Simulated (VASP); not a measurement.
Input:

```xyz
2
Lattice="1.3997 -2.3537 0.0000 1.3997 2.3537 0.0000 0.0000 0.0000 4.4842" Properties=species:S:1:pos:R:3 pbc="T T T"
Tc     1.3997     0.7846     1.1211
Tc     1.3997    -0.7846     3.3632
```

The numbers are results of PBEsol GGA, VASP's PBE PAW potentials (set 64) (plane waves; VASP 6.6.1), not measurements. Numerical set-up: 480 eV cut-off, 14×14×8 Γ-centred mesh, first-order Methfessel-Paxton smearing of 0.10 eV, potentials Tc_pv.

Question: Estimate the energy per atom (σ→0), pressure, largest force, band gap (on the k-mesh) with the smallest direct gap where there is one.

Answer: 
```yaml
band gap (on the k-mesh): none (metal, semimetal or under 0.01 eV)
energy per atom (σ→0): -11.217 eV/atom
pressure: -16.32 GPa
largest_force: 0.111 eV/Å
```

The compound is Tc in the hcp structure. This cell was strained or had an atom moved on purpose.
